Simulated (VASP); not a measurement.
Si3Bi2Te3:

```
Si Bi Te
1.0
     5.93253    0.00000    0.00000
     0.00000    5.93253    0.00000
     0.00000    0.00000    5.93253
Si Bi Te
3 2 3
Direct
  0.00000 0.50000 0.50000
  0.50000 0.00000 0.50000
  0.50000 0.50000 0.00000
  0.00000 0.00000 0.00000
  0.50000 0.50000 0.50000
  0.50000 0.00000 0.00000
  0.00000 0.50000 0.00000
  0.00000 0.00000 0.50000
```

The cell was built by a generator and needn't be a form met in nature.

```yaml
Program: VASP 6.6.1
Task: relaxation of cell and atoms
Functional: PBE
Potentials_or_basis: VASP PAW PBE potentials, release 64 (Si, Bi_d, Te)
Cutoff: 520 eV
k_mesh: 3 × 3 × 3
Occupations: gaussian, width 0.15 eV
Spin: no spin polarisation
```

At the start: pressure 4.2 GPa; volume 26.10 Å³/atom.

How do energy, volume and symmetry change on relaxing?

Over 3 steps the energy falls by 25.3 meV/atom and the volume is 28.11 Å³/atom (+7.7 %); space group Pm-3m (No. 221, to 0.05 Å).

Step by step:
| step | energy change (eV) | largest force (eV/Å) | pressure (GPa) | volume (Å³) |
| --- | --- | --- | --- | --- |
| 1 | 0.0000 | 0.0000 | 4.25 | 208.79 |
| 2 | -0.1818 | 0.0000 | -1.18 | 230.41 |
| 3 | -0.2021 | 0.0000 | -0.06 | 224.86 |

Final structure:
```yaml
crystal:
  lattice:
    - [6.08090, 0.00000, 0.00000]
    - [0.00000, 6.08090, 0.00000]
    - [0.00000, 0.00000, 6.08090]
  atoms:
    - { symbol: Si, position: [0.00000, 0.50000, 0.50000] }
    - { symbol: Si, position: [0.50000, 0.00000, 0.50000] }
    - { symbol: Si, position: [0.50000, 0.50000, 0.00000] }
    - { symbol: Bi, position: [0.00000, 0.00000, 0.00000] }
    - { symbol: Bi, position: [0.50000, 0.50000, 0.50000] }
    - { symbol: Te, position: [0.50000, 0.00000, 0.00000] }
    - { symbol: Te, position: [0.00000, 0.50000, 0.00000] }
    - { symbol: Te, position: [0.00000, 0.00000, 0.50000] }
```
